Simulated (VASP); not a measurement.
Here is the system:

```
PtSb
1.0
    3.57500     0.00000     0.00000
    0.00000     3.57500     0.00000
    0.00000     0.00000     3.57500
Pt Sb
1 1
Direct
  0.00000   0.00000   0.00000
  0.50000   0.50000   0.50000
```

Computed with r2SCAN meta-GGA, VASP's PBE PAW potentials (set 64) (plane waves; VASP 6.6.1). Numerical set-up: 400 eV cut-off, 9×9×9 Γ-centred mesh, first-order Methfessel-Paxton smearing of 0.10 eV, potentials Pt Sb.

Energy and stress use the plane-wave basis of the starting cell.

Question: The ions, cell shape and volume are relaxed. What does this cell relax into?

Answer: 
```
PtSb
1.0
    3.39279     0.00000     0.00000
    0.00000     3.39279     0.00000
    0.00000     0.00000     3.39279
Pt Sb
1 1
Direct
  0.00000   0.00000   0.00000
  0.50000   0.50000   0.50000
```
Space group Pm-3m (221), at a tolerance of 0.03 Å.

Question: How do energy and volume change from the first to the last step?

Answer: The energy (σ→0) changes by -172.8 meV/atom and the volume by -14.5 %, in 7 ionic steps.

```csv
step,E(σ→0) (eV),max force (eV/Å),pressure (GPa),volume (Å³)
1,-76.8442,0.000,-14.43,45.69
2,-76.6900,0.000,33.26,33.39
3,-77.1891,0.000,-0.84,39.30
4,-77.1898,0.000,-0.22,39.12
5,-77.1898,0.000,0.22,39.00
6,-77.1898,0.000,-0.25,39.13
7,-77.1899,0.000,0.02,39.05
```

The structure was generated: PtSb was put into the CsCl type type (Pm-3m), which need not be its known phase. This run relaxes it. Symmetry was kept, so distortions that lower it aren't found. The electron count is odd and the run is not spin-polarised, which forces a metal.
